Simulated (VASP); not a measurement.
# A VASP study of Si2Mo (PBE + D3(BJ)): structure first, properties next, part 2 of 2

Aim: relax Si2Mo with PBE + D3(BJ), compute its properties on that cell and hold them against experiment. The start is a cell from a database of measured crystal structures.

VASP 6.6.1, plane waves and PAW; the level of theory is named at each step.

So far. Step 5 (Bands along the symmetry lines (PBE + D3(BJ))): There is no gap at this level. Step 6 (Density of states (PBE + D3(BJ))): The finer mesh and the other smearing move the Fermi level by +0.06 eV from the 10×10×10 run, one measure of the sampling error in the zero of the bands above. Of the states within 0.3 eV of the Fermi level, the largest shares in the PAW spheres are Mo d 58 % and Si p 13 %. The relaxed cell has a = 3.178, c = 7.790 Å (conventional setting).

The database entry behind the starting cell is an old determination (1927), so it need not match the best structure at ambient conditions.

**7. Band structure (PBE + D3(BJ) + SOC)**

This step: PBE with D3(BJ), spin-orbit coupling; plane waves and PAW (Si, Mo_sv) (VASP 6.6.1).

Levels along the symmetry lines show where the bands peak and cross; KPOINTS_OPT computes them in the converged potential. Spin-orbit coupling needs spinors and the noncollinear program, where each band holds one electron.

The input, INCAR:

```
SYSTEM = Si2Mo
PREC = Accurate
ENCUT = 400
EDIFF = 1E-06
NELM = 100
ISMEAR = 0
SIGMA = 0.05
LREAL = .FALSE.
ALGO = Normal
GGA = PE
IVDW = 12
LNONCOLLINEAR = .TRUE.
MAGMOM = 0 0 0 0 0 0 0 0 0
NBANDS = 34
GGA_COMPAT = .FALSE.
LASPH = .TRUE.
LSORBIT = .TRUE.
LMAXMIX = 4
LORBIT = 11
LWAVE = .FALSE.
LCHARG = .FALSE.
KPAR = 2
```

The input, POSCAR:

```
Si2Mo
1.0
   -1.5890689334      1.5890689334      3.8950969645
    1.5890689334     -1.5890689334      3.8950969645
    1.5890689334      1.5890689334     -3.8950969645
Si Mo
2 1
Direct
    0.3347889275      0.3347889275      0.0000000000
    0.6652110725      0.6652110725      0.0000000000
    0.0000000000      0.0000000000      0.0000000000
```

The input, KPOINTS:

```
Automatic mesh
0
Gamma
8 8 8
0 0 0
```

The input, KPOINTS_OPT:

```
Line mode
16
Line-mode
Reciprocal
  0.00000000   0.00000000   0.00000000 GAMMA
 -0.50000000   0.50000000   0.00000000 X

 -0.50000000   0.50000000   0.00000000 X
 -0.50000000   0.50000000  -0.08321832 Y

 -0.50000000   0.50000000  -0.08321832 Y
 -0.29160916   0.29160916  -0.29160916 S

 -0.29160916   0.29160916  -0.29160916 S
  0.00000000   0.00000000   0.00000000 GAMMA

  0.00000000   0.00000000   0.00000000 GAMMA
  0.50000000   0.50000000  -0.50000000 Z

  0.50000000   0.50000000  -0.50000000 Z
  0.29160916   0.70839084  -0.70839084 S1

  0.29160916   0.70839084  -0.70839084 S1
  0.00000000   0.50000000  -0.50000000 N

  0.00000000   0.50000000  -0.50000000 N
 -0.25000000   0.75000000  -0.25000000 P

 -0.25000000   0.75000000  -0.25000000 P
  0.08321832   0.91678168  -0.50000000 Y1

  0.08321832   0.91678168  -0.50000000 Y1
  0.50000000   0.50000000  -0.50000000 Z

 -0.50000000   0.50000000   0.00000000 X
 -0.25000000   0.75000000  -0.25000000 P
```

The projector-augmented-wave data sets are Si and Mo_sv (PBE family, release 64).

Launch:

```
> mpirun -np 2 vasp_ncl
```

Elapsed: 3.1 min, on 2 MPI ranks of AMD EPYC 7R43, shared host; peak memory 0.67 GiB; 5.6 min of CPU time.

Numbers from this step:

```yaml
scf_cycles: 13
bands: 34
irreducible_k_points: 59
free_energy_toten: -25.10 eV
energy_at_zero_smearing: -25.10 eV
fermi_energy: 12.57 eV
pressure: 0.009242 GPa
```

On-site spin-orbit energy by atom:

```
atom  on-site spin-orbit energy (eV)
 Si1                          -0.001
 Si2                          -0.001
 Mo3                          -0.195
```

Electronic bands along the path, in eV, zero at the Fermi level; # counts the bands kept:

```csv
point,#11,#12,#13,#14,#15,#16,#17,#18
Γ,-2.63,-2.63,0.42,0.42,3.13,3.13,3.27,3.27
0.47 of the way,-2.55,-2.55,-1.50,-1.50,2.85,2.85,3.47,3.47
X,-3.12,-3.12,-1.17,-1.17,2.42,2.42,2.85,2.85
0.53 of the way,-3.08,-3.08,-1.37,-1.37,2.22,2.22,2.62,2.62
Y,-2.99,-2.99,-1.77,-1.77,1.85,1.85,2.12,2.12
0.47 of the way,-2.60,-2.60,-1.49,-1.49,1.32,1.32,2.03,2.03
S,-2.30,-2.30,-0.40,-0.40,1.59,1.59,3.06,3.06
0.47 of the way,-1.88,-1.88,-1.74,-1.74,1.73,1.73,2.42,2.42
Γ,-2.63,-2.63,0.42,0.42,3.13,3.13,3.27,3.27
0.47 of the way,-2.14,-2.14,0.48,0.48,1.87,1.87,1.99,1.99
Z,-0.53,-0.53,-0.50,-0.50,-0.40,-0.40,0.56,0.56
0.47 of the way,-1.32,-1.32,-0.41,-0.41,0.03,0.03,1.62,1.62
S1,-2.30,-2.30,-0.40,-0.40,1.59,1.59,3.06,3.06
0.53 of the way,-2.55,-2.55,-0.49,-0.49,2.12,2.12,3.40,3.40
N,-2.59,-2.59,-0.50,-0.50,2.37,2.37,3.16,3.16
0.53 of the way,-2.00,-2.00,-1.81,-1.81,0.44,0.44,2.27,2.27
P,-2.12,-2.12,-2.04,-2.04,0.37,0.37,2.42,2.42
0.47 of the way,-2.72,-2.72,-1.62,-1.62,1.20,1.20,2.28,2.28
Y1,-2.99,-2.99,-1.77,-1.77,1.85,1.85,2.12,2.12
0.53 of the way,-1.59,-1.59,-0.71,-0.71,0.01,0.01,1.54,1.54
Z,-0.53,-0.53,-0.50,-0.50,-0.40,-0.40,0.56,0.56
jump to X,-3.12,-3.12,-1.17,-1.17,2.42,2.42,2.85,2.85
0.47 of the way,-2.82,-2.82,-1.41,-1.41,1.48,1.48,2.42,2.42
P,-2.12,-2.12,-2.04,-2.04,0.37,0.37,2.42,2.42
```

Of the projections kept (Si, Mo), the largest for each band there; the rest of the weight can lie on other orbitals:

```
point      #11      #12      #13      #14      #15      #16      #17      #18
    Γ  Mo 0.68  Mo 0.68  Mo 1.00  Mo 1.00        -        -  Si 0.83  Si 0.83
    X  Mo 0.86  Mo 0.86  Si 0.55  Si 0.55  Mo 1.00  Mo 1.00  Mo 0.89  Mo 0.89
    Y  Mo 0.86  Mo 0.86  Mo 0.64  Mo 0.64  Mo 0.98  Mo 0.98  Mo 0.53  Mo 0.53
    S  Mo 0.72  Mo 0.72  Mo 0.99  Mo 0.99  Mo 0.94  Mo 0.94  Mo 0.85  Mo 0.85
    Γ  Mo 0.68  Mo 0.68  Mo 1.00  Mo 1.00        -        -  Si 0.83  Si 0.83
    Z  Mo 0.94  Mo 0.94  Si 0.89  Si 0.89  Si 0.90  Si 0.90  Mo 1.00  Mo 1.00
```

There is no gap at this level.

Of the bands kept, 4 cross the Fermi level on this path (spinor bands, one electron each).

**8. Vibrations at Γ (PBE + D3(BJ))**

This step: PBE with D3(BJ); plane waves and PAW (Si, Mo_sv) (VASP 6.6.1).

Zone-centre modes test whether the atoms sit at a minimum within this cell. IBRION = 6 takes the force constants from differences of forces between displaced cells, so the forces must be tight.

The input, INCAR:

```
SYSTEM = Si2Mo
PREC = Accurate
ENCUT = 400
EDIFF = 1E-08
NELM = 100
ISMEAR = 1
SIGMA = 0.2
LREAL = .FALSE.
ALGO = Normal
GGA = PE
IVDW = 12
NBANDS = 17
LASPH = .TRUE.
LORBIT = 11
LWAVE = .FALSE.
LCHARG = .FALSE.
KPAR = 2
IBRION = 6
NFREE = 2
POTIM = 0.015
ISIF = 2
NSW = 1
```

POSCAR is that of step 7.

The input, KPOINTS:

```
Automatic mesh
0
Gamma
17 17 17
0 0 0
```

Launch:

```
> mpirun -np 2 vasp_std
```

It took 16 min on 2 MPI ranks; peak memory 1.8 GiB; 30 min of CPU time.

The last energy, forces, stress and levels in OUTCAR belong to the last displaced cell, not to the cell of POSCAR.

Numbers from this step:

```yaml
bands: 17
irreducible_k_points: 405
pressure_of_the_cell: 0.03395 GPa
largest_force_of_the_cell: 0.03475 eV/Å
```

Modes at Γ, with each element's share of the kinetic energy:

```csv
mode,frequency (cm⁻¹),symmetry,Si %,Mo %
1,0.0,acoustic,37,63
2,0.0,acoustic,37,63
3,0.0,acoustic,37,63
4,287.4,Eu,63,37
5,287.4,Eu,63,37
6,332.5,A2u,63,37
7,341.7,Eg,100,0
8,341.7,Eg,100,0
9,445.6,A1g,100,0
```

Displacements in mode 5 (287.4 cm⁻¹), the largest set to 1:
```
Si1  0.00 -1.00  0.00
Si2  0.00 -1.00  0.00
Mo3  0.00  0.59  0.00
```

Displacements in mode 9 (445.6 cm⁻¹), the largest set to 1:
```
Si1  0.00  0.00 -1.00
Si2  0.00  0.00  1.00
Mo3  0.00  0.00  0.00
```

The three acoustic modes come out at zero, and all others are real. By the characters of their eigenvectors the optical modes sort into (cm⁻¹) Raman active: Eg 342, A1g 446; infrared active: Eu 287, A2u 333. With a centre of inversion no mode is active in both.

**9. Results**

```yaml
relaxed_volume: 13.11 Å³/atom
relaxed_conventional_cell_a_b_c: 3.178, 3.178, 7.790 Å
space_group_after_relaxing_within_0p02_a: I4/mmm (No. 139)
band_gap: none, a metal
dos_at_the_fermi_level: 0.242 states/eV/cell
band_gap_pbe_d3_bj_soc: none, a metal
highest_zone_centre_mode: 446 cm⁻¹
```

In words: With PBE + D3(BJ), Si2Mo relaxes to 13.11 Å³/atom in space group I4/mmm (held by the symmetry of the run) and comes out as a metal. Against the listed cell the volume lies -2.3 % (a -0.7 %, c -0.9 %). Bands along the symmetry lines (PBE + D3(BJ)): Of the bands kept, 2 cross the Fermi level on this path. Band structure (PBE + D3(BJ) + SOC): Of the bands kept, 4 cross the Fermi level on this path (spinor bands, one electron each). Vibrations at Γ (PBE + D3(BJ)): The highest mode in this list at Γ, 445.6 cm⁻¹, is mostly motion of Si (100 % of the kinetic energy). Modes at Γ alone can't show that the crystal is stable at other wave vectors. No search among competing phases was made, and a listed structure need not be the one stable at ambient conditions. All values are for a static lattice at zero temperature.

Computed beside measured:

```
              quantity  measured  PBE with D3(BJ)
lattice constant a (Å)   3.20519   3.178 (-0.8 %)
lattice constant c (Å)   7.84461   7.790 (-0.7 %)
```

Measured values from arxiv:2202.05362 (2022).

Verdict: The lattice constant a is off by -0.8 %: fair agreement. The lattice constant c is off by -0.7 %: good agreement. The grades are ours: good and fair within 0.7 and 1.5 % for the lattice constant a and 0.8 and 2 % for the lattice constant c. Zero-point motion and thermal expansion are not in the computed lattice constants.

[Lines on the potential files, build, host, timing and source positions are cut from VASP's logs without a mark.]

[Logs are printed without paths, hosts, clocks, repeated set-up lines and the standing remarks that a program may print on its own settings, such as how far it seeks lower states.]

[Hosts, paths, dates, database ids (printed as entryN), source tags and the programs' standing remarks are cut or masked in the printed files.]

[A measured line is paired with the nearest computed mode of its activity, which favours agreement.]
